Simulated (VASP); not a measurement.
Given:

```xyz
3
Lattice="0.0000 2.5414 2.5414 2.5414 0.0000 2.5414 2.5414 2.5414 0.0000" Properties=species:S:1:pos:R:3 pbc="T T T"
Li     1.2707     1.2707     1.2707
Li     3.8121     3.8121     3.8121
Se     0.0000     0.0000     0.0000
```

The numbers are results of PBE GGA, VASP's PBE PAW potentials (set 64) (plane waves; VASP), not measurements. Run with 620 eV cut-off, 8×8×8 Γ-centred mesh, Gaussian smearing of 0.050 eV, potentials Li_sv Se.

Q: Estimate the energy per atom (σ→0), pressure, band gap (on the k-mesh) with the smallest direct gap where there is one.

A: 
The band gap (on the k-mesh) is 2.12 eV and the smallest direct gap (on the k-mesh) is 5.01 eV. The energy per atom (σ→0) comes out as -3.045 eV/atom and the pressure is 449.7 kbar.

The absolute energy has meaning only against runs of the same code, potentials and settings.

The compound is Li2Se in the antifluorite structure. It was relaxed first under an external pressure of 45 GPa.
